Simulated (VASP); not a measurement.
Here is the system:

```xyz
3
Lattice="1.8192 -3.1509 0.0000 1.8192 3.1509 0.0000 0.0000 0.0000 5.8556" Properties=species:S:1:pos:R:3 pbc="T T T"
Hf     0.0000     0.0000     0.0000
S      1.8192     1.0503     1.4479
S      1.8192    -1.0503     4.4076
```

Level of theory: optB88-vdW, VASP's PBE PAW potentials (set 64) (plane waves; VASP). Run with 520 eV cut-off, 8×8×4 Γ-centred mesh, tetrahedra with Blöchl corrections, potentials Hf_pv S.

The cores are frozen, which limits the accuracy of field gradients.

Q: Give the principal components of the electric field gradient (V/Å²) and the asymmetry η at each nucleus.

A: 
```
atom   Vxx   Vyy    Vzz     η
----  ----  ----  -----  ----
Hf1   12.8  12.8  -25.6  0.00
S2     1.5   1.5   -2.9  0.00
S3     1.5   1.5   -2.9  0.00
```

The compound is HfS2 in the 1T layered structure. It was relaxed first.
